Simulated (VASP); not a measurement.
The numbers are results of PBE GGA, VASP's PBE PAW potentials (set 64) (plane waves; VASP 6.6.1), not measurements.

A VASP calculation is set up with these files.

### POSCAR
```
Si2Ni
1.0
  4.2825180000   0.0000000000   0.0000000000
 -2.1412590000   3.7087690000   0.0000000000
  0.0000000000   0.0000000000   4.6369480000
Ni Si
1 2
Cart
  0.0000000000   0.0000000000   0.0000000000
 -0.0000021413   2.4725139029   2.3184740000
  2.1412611413   1.2362550971   2.3184740000
```

**INCAR**
```
ALGO=Normal
EDIFF=1E-6
ENCUT=300
GGA=PE
ISIF=2
ISMEAR=0
ISPIN=2
LASPH=.True.
LCHARG=.False.
LMAXMIX=4
LORBIT=11
LREAL=.False.
LWAVE=.False.
MAGMOM=2.0 2*0.0
NELM=100
PREC=Accurate
SIGMA=0.272
SYSTEM=Si2Ni
```

### KPOINTS
```
kpoints
0
G
  5 5 4
```

POTCAR, in this order: Ni Si (PBE.64 set). Program: vasp_std.

What will the output report for the number of irreducible k-points (NKPTS), largest plane-wave count, number of space-group operations, FFT grid (NGX, NGY, NGZ)?

```json
{
 "number of irreducible k-points (NKPTS)": "15",
 "largest_plane_wave_count": "880",
 "number_of_space_group_operations": "24",
 "FFT grid (NGX, NGY, NGZ)": "24 × 24 × 28"
}
```

The structure was generated: Si2Ni was put into an ordered model structure, which need not be its known phase. The cell was not relaxed at this level. The k-mesh is coarse (spacing up to 0.34 per Å, 2π included), so the numbers may not be converged in it.
